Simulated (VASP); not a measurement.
# HfO2: electric field gradients, part 3 of 3

Aim: the field gradients that the nuclei of HfO2 feel, by functional. The cell has space group P4_2/nmc, a computed entry that need not be the common form of this compound. The start is a computed cell from the Materials Project.

VASP 6.6.1, plane waves and PAW; the level of theory is named at each step.

So far. Step 2 (Local probes at LDA): The largest gradient is 123.4 V/Å², at Hf1. Step 3 (Local probes at PBE): The largest gradient is 120.4 V/Å², at Hf1.

**4. Local probes at r2SCAN**

This step: r2SCAN; plane waves and PAW (Hf_pv, O) (VASP 6.6.1).

Field gradients probe the charge near the nuclei, so LASPH is on and the cutoff is at least 1.4 times the default of the data sets; this run is at r2SCAN.

File INCAR:

```
SYSTEM = HfO2
PREC = Accurate
ENCUT = 560
EDIFF = 1E-07
NELM = 100
ISMEAR = -1
SIGMA = 0.05
LREAL = .FALSE.
ALGO = Normal
METAGGA = R2SCAN
LASPH = .TRUE.
NBANDS = 28
LORBIT = 11
LWAVE = .FALSE.
LCHARG = .FALSE.
KPAR = 2
LEFG = .TRUE.
```

File POSCAR:

```
HfO2
1.0
    3.5580193300      0.0000000000      0.0000000000
    0.0000000000      3.5580193300      0.0000000000
    0.0000000000      0.0000000000      5.1718612100
Hf O
2 4
Direct
    0.5000000000      0.5000000000      0.5000000000
    0.0000000000      0.0000000000      0.0000000000
    0.0000000000      0.5000000000      0.6972078800
    0.5000000000      0.0000000000      0.8027921200
    0.5000000000      0.0000000000      0.3027921200
    0.0000000000      0.5000000000      0.1972078800
```

File KPOINTS:

```
Automatic mesh
0
Gamma
8 8 6
0 0 0
```

The projector-augmented-wave data sets are Hf_pv and O (PBE family, release 64).

The run is started by

```sh
> mpirun -np 2 vasp_std
```

The log of the run:

```text
[banner, memory and clock lines left out]
running    2 mpi-ranks, on    1 nodes
 distrk:  each k-point on    1 cores,    2 groups
 distr:  one band on    1 cores,    1 groups

 POSCAR found type information on POSCAR HfO
 POSCAR found :  2 types and       6 ions
 [... a notice as in an earlier step ...]

 LDA part: xc-table for (None), standard interpolation
 POSCAR, INCAR and KPOINTS ok, starting setup
 FFT: planning ... GRIDC
 FFT: planning ... GRID_SOFT
 FFT: planning ... GRID
 WAVECAR not read
 entering main loop
       N       E                     dE             d eps       ncg     rms          rms(c)
DAV:   1     0.192778237080E+03    0.19278E+03   -0.27236E+04  3360   0.171E+03
DAV:   2    -0.146384663655E+03   -0.33916E+03   -0.33005E+03  4340   0.409E+02
DAV:   3    -0.160907322089E+03   -0.14523E+02   -0.14481E+02  4008   0.781E+01
DAV:   4    -0.161059115283E+03   -0.15179E+00   -0.15168E+00  4540   0.880E+00
DAV:   5    -0.161060428051E+03   -0.13128E-02   -0.13126E-02  4216   0.757E-01    0.800E+01
DAV:   6    -0.136851124355E+03    0.24209E+02   -0.35461E+01  4064   0.364E+01    0.586E+01
DAV:   7    -0.137369410093E+03   -0.51829E+00   -0.49349E+00  4304   0.130E+01    0.287E+01
DAV:   8    -0.137417995673E+03   -0.48586E-01   -0.23557E+00  3716   0.880E+00    0.999E+00
DAV:   9    -0.137321056930E+03    0.96939E-01   -0.97957E-01  3764   0.537E+00    0.293E+00
DAV:  10    -0.137310720701E+03    0.10336E-01   -0.50275E-02  3696   0.141E+00    0.868E-01
DAV:  11    -0.137310735344E+03   -0.14643E-04   -0.39732E-03  4280   0.383E-01    0.450E-01
DAV:  12    -0.137310723946E+03    0.11397E-04   -0.99992E-05  3928   0.667E-02    0.268E-01
DAV:  13    -0.137310719127E+03    0.48190E-05   -0.33099E-05  4268   0.351E-02    0.550E-02
DAV:  14    -0.137310718085E+03    0.10421E-05   -0.26735E-06  4220   0.108E-02    0.256E-02
DAV:  15    -0.137310718225E+03   -0.13982E-06   -0.89798E-07  3976   0.544E-03    0.638E-03
DAV:  16    -0.137310718208E+03    0.17254E-07   -0.68618E-08  2260   0.185E-03
ion   1
     0.0000000     0.0000000    -0.0000000    -2.3807809    -0.0000000    -0.0000000
     0.0000654     0.0000000    -0.0000000    -2.3807809    -0.0000000    -0.0000000
     0.0000901     0.0000000    -0.0000000    -2.3807810    -0.0000000    -0.0000000
     0.0001241     0.0000000    -0.0000000    -2.3807810    -0.0000000    -0.0000000
     0.0001709     0.0000000    -0.0000000    -2.3807810    -0.0000000    -0.0000000

     0.0000000     0.0000000    -0.0000000  -100.6614273    -0.0000000    -0.0000000
     0.0000654     0.0000000    -0.0000000  -100.5953958    -0.0000000    -0.0000000
     0.0000901     0.0000000    -0.0000000  -100.5642715    -0.0000000    -0.0000000
     0.0001241     0.0000000    -0.0000000  -100.5170607    -0.0000000    -0.0000000
     0.0001709     0.0000000    -0.0000000  -100.4457795    -0.0000000    -0.0000000

ion   2
     0.0000000    -0.0000000     0.0000000    -2.3807809    -0.0000000    -0.0000000
     0.0000654    -0.0000000     0.0000000    -2.3807809    -0.0000000    -0.0000000
     0.0000901    -0.0000000     0.0000000    -2.3807810    -0.0000000    -0.0000000
     0.0001241    -0.0000000     0.0000000    -2.3807810    -0.0000000    -0.0000000
     0.0001709    -0.0000000     0.0000000    -2.3807810    -0.0000000    -0.0000000

     0.0000000    -0.0000000     0.0000000  -100.6614273    -0.0000000    -0.0000000
     0.0000654    -0.0000000     0.0000000  -100.5953958    -0.0000000    -0.0000000
     0.0000901    -0.0000000     0.0000000  -100.5642715    -0.0000000    -0.0000000
     0.0001241    -0.0000000     0.0000000  -100.5170607    -0.0000000    -0.0000000
     0.0001709    -0.0000000     0.0000000  -100.4457795    -0.0000000    -0.0000000

ion   3
     0.0000000    -0.0000000     0.0000000     1.0488208    -0.0000000     4.2120858
     0.0000293    -0.0000000     0.0000000     1.0488207    -0.0000000     4.2120857
     0.0000403    -0.0000000     0.0000000     1.0488207    -0.0000000     4.2120857
     0.0000555    -0.0000000     0.0000000     1.0488207    -0.0000000     4.2120857
     0.0000765    -0.0000000     0.0000000     1.0488207    -0.0000000     4.2120856

     0.0000000    -0.0000000     0.0000000     3.4263543    -0.0000000     9.8186829
     0.0000293    -0.0000000     0.0000000     3.4263534    -0.0000000     9.8186808
     0.0000403    -0.0000000     0.0000000     3.4263528    -0.0000000     9.8186793
     0.0000555    -0.0000000     0.0000000     3.4263517    -0.0000000     9.8186769
     0.0000765    -0.0000000     0.0000000     3.4263500    -0.0000000     9.8186729

ion   4
     0.0000000     0.0000000     0.0000000     1.0488208    -0.0000000     4.2120858
     0.0000293     0.0000000     0.0000000     1.0488207    -0.0000000     4.2120857
     0.0000403     0.0000000     0.0000000     1.0488207    -0.0000000     4.2120857
     0.0000555     0.0000000     0.0000000     1.0488207    -0.0000000     4.2120857
     0.0000765     0.0000000     0.0000000     1.0488207    -0.0000000     4.2120856

     0.0000000     0.0000000     0.0000000     3.4263543    -0.0000000     9.8186829
     0.0000293     0.0000000     0.0000000     3.4263534    -0.0000000     9.8186808
     0.0000403     0.0000000     0.0000000     3.4263528    -0.0000000     9.8186793
     0.0000555     0.0000000     0.0000000     3.4263517    -0.0000000     9.8186769
     0.0000765     0.0000000     0.0000000     3.4263500    -0.0000000     9.8186729

ion   5
     0.0000000     0.0000000     0.0000000     1.0488208    -0.0000000    -4.2120858
     0.0000293     0.0000000     0.0000000     1.0488207    -0.0000000    -4.2120857
     0.0000403     0.0000000     0.0000000     1.0488207    -0.0000000    -4.2120857
     0.0000555     0.0000000     0.0000000     1.0488207    -0.0000000    -4.2120857
     0.0000765     0.0000000     0.0000000     1.0488207    -0.0000000    -4.2120856

     0.0000000     0.0000000     0.0000000     3.4263543    -0.0000000    -9.8186829
     0.0000293     0.0000000     0.0000000     3.4263534    -0.0000000    -9.8186808
     0.0000403     0.0000000     0.0000000     3.4263528    -0.0000000    -9.8186793
     0.0000555     0.0000000     0.0000000     3.4263517    -0.0000000    -9.8186769
     0.0000765     0.0000000     0.0000000     3.4263500    -0.0000000    -9.8186729

ion   6
     0.0000000    -0.0000000     0.0000000     1.0488208     0.0000000    -4.2120858
     0.0000293    -0.0000000     0.0000000     1.0488207     0.0000000    -4.2120857
     0.0000403    -0.0000000     0.0000000     1.0488207     0.0000000    -4.2120857
     0.0000555    -0.0000000     0.0000000     1.0488207     0.0000000    -4.2120857
     0.0000765    -0.0000000     0.0000000     1.0488207     0.0000000    -4.2120856

     0.0000000    -0.0000000     0.0000000     3.4263543     0.0000000    -9.8186829
     0.0000293    -0.0000000     0.0000000     3.4263534     0.0000000    -9.8186808
     0.0000403    -0.0000000     0.0000000     3.4263528     0.0000000    -9.8186793
     0.0000555    -0.0000000     0.0000000     3.4263517     0.0000000    -9.8186769
     0.0000765    -0.0000000     0.0000000     3.4263500     0.0000000    -9.8186729

   1 F= -.13731072E+03 E0= -.13731072E+03  d E =-.833487E-10
```

It took 1.9 min on 2 MPI ranks of Intel Xeon Platinum 8488C (Sapphire Rapids), shared host; peak memory 0.46 GiB; 3.6 min of CPU time.

Parts of OUTCAR (step 4):

```text
 Found     60 irreducible k-points:

   NELECT =      44.0000    total number of electrons

 E-fermi :   4.1930

 k-point     1 :       0.0000    0.0000    0.0000
  band No.  band energies     occupation
    ...
     18       1.7887      2.00000
     19       2.4485      2.00000
     20       2.9829      2.00000
     21       3.0438      2.00000
     22       3.0438      2.00000
     23       8.4184      0.00000
     24       8.4321      0.00000
     25       9.6785      0.00000
     26       9.8756      0.00000
     27      10.3644      0.00000
    ...

 k-point     2 :       0.1250    0.0000    0.0000
  band No.  band energies     occupation
    ...
     18       1.6766      2.00000
     19       2.4484      2.00000
     20       2.7508      2.00000
     21       2.9270      2.00000
     22       3.0175      2.00000
     23       8.5984      0.00000
     24       8.6993      0.00000
     25       9.6167      0.00000
     26       9.8692      0.00000
     27      10.7410      0.00000
    ...

  Total        0.1782974      0.1782974      0.0226267      0.0000000      0.0000000      0.0000000
  in kB        4.3630684      4.3630684      0.5536915      0.0000000      0.0000000      0.0000000
  external PRESSURE =       3.0932761 kB  Pullay stress =       0.0000000 kB

 POSITION                                       TOTAL-FORCE (eV/Angst)
 -----------------------------------------------------------------------------------
      1.77901      1.77901      2.58593         0.000000     -0.000000      0.000000
      0.00000      0.00000      0.00000         0.000000     -0.000000      0.000000
      0.00000      1.77901      3.60586         0.000000      0.000000     -0.002670
      1.77901      0.00000      4.15193        -0.000000     -0.000000      0.002670
      1.77901      0.00000      1.56600         0.000000      0.000000      0.002670
      0.00000      1.77901      1.01993        -0.000000     -0.000000     -0.002670
 -----------------------------------------------------------------------------------
    total drift:                                0.000000      0.000000      0.000000

  FREE ENERGIE OF THE ION-ELECTRON SYSTEM (eV)
  ---------------------------------------------------
  free  energy   TOTEN  =      -137.3107182075 eV

  energy  without entropy=     -137.3107182074  energy(sigma->0) =     -137.31071821

 Electric field gradients after diagonalization (V/A^2)
 (convention: |V_zz| > |V_xx| > |V_yy|)
----------------------------------------------------------------------
 ion       V_xx      V_yy      V_zz     asymmetry (V_yy - V_xx)/ V_zz
----------------------------------------------------------------------
   1     -62.243   -62.243   124.487       0.000
   2     -62.243   -62.243   124.487       0.000
   3      -5.669    -4.707    10.376       0.093
   4      -5.669    -4.707    10.376       0.093
   5      -5.669    -4.707    10.376       0.093
   6      -5.669    -4.707    10.376       0.093
----------------------------------------------------------------------

 total charge
# of ion       s       p       d       tot
------------------------------------------
    1        0.318   6.603   1.436   8.357
    2        0.318   6.603   1.436   8.357
    3        1.566   3.590   0.000   5.156
    4        1.566   3.590   0.000   5.156
    5        1.566   3.590   0.000   5.156
    6        1.566   3.590   0.000   5.156
--------------------------------------------------
tot          6.900  27.567   2.872  37.339

[... 9 parts as in an earlier step ...]

[... 5 further parts left out ...]
```

The PAW data sets were made with PBE, which is usual practice but a small mismatch for other functionals.

This step gave:

- free energy (TOTEN): -137.3107 eV
- Fermi energy: 4.193 eV
- pressure: 0.3093 GPa

Ordered as |Vzz| ≥ |Vxx| ≥ |Vyy|, the program's way. Electric field gradients, by row:

```tsv
atom	Vxx (V/Å²)	Vyy (V/Å²)	Vzz (V/Å²)	asymmetry
Hf1	-62.24	-62.24	124.5	0
Hf2	-62.24	-62.24	124.5	0
O3	-5.669	-4.707	10.38	0.093
O4	-5.669	-4.707	10.38	0.093
O5	-5.669	-4.707	10.38	0.093
O6	-5.669	-4.707	10.38	0.093
```

The largest gradient is 124.5 V/Å², at Hf1.

**5. Summary**

This step: electric field gradients, LDA, PBE, r2SCAN; plane waves and PAW (VASP 6.6.1).

No new run; the numbers come from the runs before.

Cost is wall time times ranks on a shared host. EFG, by row:

```tsv
functional	Vzz Hf1 (V/Å²)	Vzz O3 (V/Å²)	cost (core minutes)
LDA	123.4	11.9	1
PBE	120.4	10.15	1.1
r2SCAN	124.5	10.38	3.7
```

**6. Summary of results**

| Item | Value |
| --- | --- |
| LDA | largest \|Vzz\| 123 V/Å² |
| PBE | largest \|Vzz\| 120 V/Å² |
| r2SCAN | largest \|Vzz\| 124 V/Å² |

In words: The largest field gradient is that at Hf1, Vzz = 123 V/Å² at LDA, with an asymmetry of 0.00. On that site the functionals span 120 to 124 V/Å², at costs of 1 to 3.7 core minutes. For isotopes with a quadrupole moment, the coupling follows from Vzz times that moment. Kohn-Sham core levels are too shallow against measured binding energies; only differences between inequivalent sites of one element, where there are any, carry meaning. The given cell is kept, although it stands at -7.0 GPa at LDA and ENCUT = 560 eV, which holds the mismatch of the given cell with this functional, any error of the entry itself and any basis-set error. Not tabulated here, as repeats of values shown or as unfit to read for their mesh, reference level or band range: gaps (local probes).

[Lines on the potential files, build, host, timing and source positions are cut from VASP's logs without a mark.]

[Logs are printed without paths, hosts, clocks, repeated set-up lines and the standing remarks that a program may print on its own settings, such as how far it seeks lower states.]

[Hosts, paths, dates, database ids (printed as entryN), source tags and the programs' standing remarks are cut or masked in the printed files.]
